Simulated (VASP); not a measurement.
All values below come from PBE GGA + U (Dudarev), VASP's PBE PAW potentials (set 64) (plane waves; VASP 6.6.1).

VASP ran on this input.

INCAR:
```
SYSTEM = ZnS
PREC = Accurate; ENCUT = 400; LREAL = F
LASPH = T
EDIFF = 1E-6; NELM = 100; ALGO = Normal
LMAXMIX = 4
ISMEAR = 0; SIGMA = 0.05
GGA = PE
LDAUL = 2 -1
LDAUU = 4.0 0
LDAUJ = 0 0
LDAU = T; LDAUTYPE = 2; LDAUPRINT = 1
ISIF = 2
LWAVE = F; LCHARG = F; LORBIT = 10
```

**POSCAR**
```
ZnS
1
    1.9482000000    -3.3743810000     0.0000000000
    1.9482000000     3.3743810000     0.0000000000
    0.0000000000     0.0000000000     6.3852000000
Zn S
2 2
Direct
  0.6666670000   0.3333330000   0.5000000000
  0.3333330000   0.6666670000   0.0000000000
  0.6666670000   0.3333330000   0.8750000000
  0.3333330000   0.6666670000   0.3750000000
```

KPOINTS:
```
Automatic mesh
0
G
 6 6 3
```

POTCAR, in this order: Zn S (PBE.64 set). Program: vasp_std.

Task: Estimate the energy per atom (σ→0), pressure, band gap (on the k-mesh).

Result: 
The energy per atom (σ→0) comes out as -3.264 eV/atom and the band gap (on the k-mesh) is 2.14 eV. The pressure comes out as -3.65 GPa.

### OSZICAR
```
...
DAV:   8    -0.130555984392E+02    0.26399E-02   -0.57427E-02   782   0.242E+00    0.593E-01
DAV:   9    -0.130563064879E+02   -0.70805E-03   -0.61948E-03   776   0.138E+00    0.149E-01
DAV:  10    -0.130564673237E+02   -0.16084E-03   -0.66977E-04   720   0.291E-01    0.930E-02
DAV:  11    -0.130566857302E+02   -0.21841E-03   -0.24592E-04   706   0.105E-01    0.664E-02
DAV:  12    -0.130566937560E+02   -0.80257E-05   -0.21728E-05   742   0.744E-02    0.895E-03
DAV:  13    -0.130566965740E+02   -0.28180E-05   -0.77060E-06   696   0.318E-02    0.315E-03
DAV:  14    -0.130566966916E+02   -0.11755E-06   -0.57252E-07   524   0.114E-02
   1 F= -.13056697E+02 E0= -.13056697E+02  d E =-.113824E-11
```

The compound is ZnS in the wurtzite structure, the high-temperature form. The cell was not relaxed at this level. The run is one of a series of settings (LDAU = .TRUE., LDAUJ = 0 0, LDAUL = 2 -1, LDAUTYPE = 2, LDAUU = 4.0 0 against the base run), some of them coarse on purpose.
